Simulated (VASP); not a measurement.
An input for Quantum ESPRESSO's pw.x (written as the equivalent of a VASP run, and not itself run):

```
&CONTROL
  calculation = 'scf'
  pseudo_dir = './pseudo'
  outdir = './out'
  tprnfor = .true.
  tstress = .true.
/
&SYSTEM
  ibrav = 0
  nat = 3
  ntyp = 2
  ecutwfc = 84
  occupations = 'smearing'
  smearing = 'gaussian'
  degauss = 0.003675
  input_dft = 'pbe'
/
&ELECTRONS
  conv_thr = 7.3e-08
  electron_maxstep = 100
/
ATOMIC_SPECIES
  Li 6.940 Li.upf
  O 15.999 O.upf
CELL_PARAMETERS angstrom
     0.0000000    2.3562000    2.3562000
     2.3562000    0.0000000    2.3562000
     2.3562000    2.3562000    0.0000000
ATOMIC_POSITIONS crystal
  Li   0.2500000  0.2500000  0.2500000
  Li   0.7500000  0.7500000  0.7500000
  O    0.0000000  0.0000000  0.0000000
K_POINTS automatic
  3 3 3 0 0 0
```

Write the VASP files for the same calculation (PBE).

Several could match; the one computed here: 
**INCAR**
```
SYSTEM=Li2O
PREC=Accurate; ENCUT=520; LREAL=.FALSE.
LASPH=.TRUE.
EDIFF=1E-6; NELM=100; ALGO=Normal
ISMEAR=0; SIGMA=0.05
GGA=PE
ISIF=2
LWAVE=.FALSE.; LCHARG=.FALSE.
```

### POSCAR
```
Li2O
1
    0.0000000000     2.3562000000     2.3562000000
    2.3562000000     0.0000000000     2.3562000000
    2.3562000000     2.3562000000     0.0000000000
Li O
2 1
Direct
  0.2500000000   0.2500000000   0.2500000000
  0.7500000000   0.7500000000   0.7500000000
  0.0000000000   0.0000000000   0.0000000000
```

KPOINTS:
```
Automatic mesh
0
Gamma
3 3 3
0 0 0
```

POTCAR, in this order: Li_sv O (PBE.64 set). Program: vasp_std.

The two are equivalent in intent, not identical: the potentials are each code's own (VASP's PAW set, PseudoDojo norm-conserving files in pw.x), so ENCUT and ecutwfc are chosen apart and not converted; conv_thr bounds pw.x's estimated SCF error, while EDIFF bounds the energy change between steps.

The compound is Li2O in the antifluorite structure. The cell was not relaxed at this level. The k-mesh is coarse (spacing up to 0.77 per Å, 2π included), so the numbers may not be converged in it. The run is one of a series of settings (KPOINTS 3×3×3 Γ-centred mesh against the base run), some of them coarse on purpose.
